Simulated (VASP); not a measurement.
Here is the system:

```
CELL_PARAMETERS angstrom
     11.94400     0.00000     0.00000
      0.00000     4.22649     0.00000
      0.00000     0.00000     4.28008
ATOMIC_POSITIONS crystal
  Pb 0.12817 0.25000 0.11830
  Pb 0.37183 0.75000 0.61830
  Pb 0.87183 0.75000 0.88170
  Pb 0.62817 0.25000 0.38170
  S  0.85445 0.25000 0.44476
  S  0.64555 0.75000 0.94476
  S  0.14555 0.75000 0.55524
  S  0.35445 0.25000 0.05524
```

Method: r2SCAN meta-GGA, VASP's PBE PAW potentials (set 64) (plane waves; VASP 6.6.1). Numerical set-up: 400 eV cut-off, 2×6×6 Γ-centred mesh, tetrahedra with Blöchl corrections, potentials Pb_d S.

The path is coarsely sampled, so an indirect gap can come out somewhat too large. Unless said otherwise, spin-orbit coupling is left out, though it shifts the bands of the heavy elements here.

Problem. Predict the energy per atom (σ→0), band gap (over mesh and band path) with the smallest direct gap where there is one.

Solution. 
```yaml
band gap (over mesh and band path): 1.64 eV
smallest direct gap (over mesh and band path): 1.73 eV
energy per atom (σ→0): -32.789 eV/atom
```

The absolute energy has meaning only against runs of the same code, potentials and settings.

The structure was generated: PbS was put into the GeS type (Pnma), which need not be its known phase. It was relaxed first, which changed the volume by -8 %.
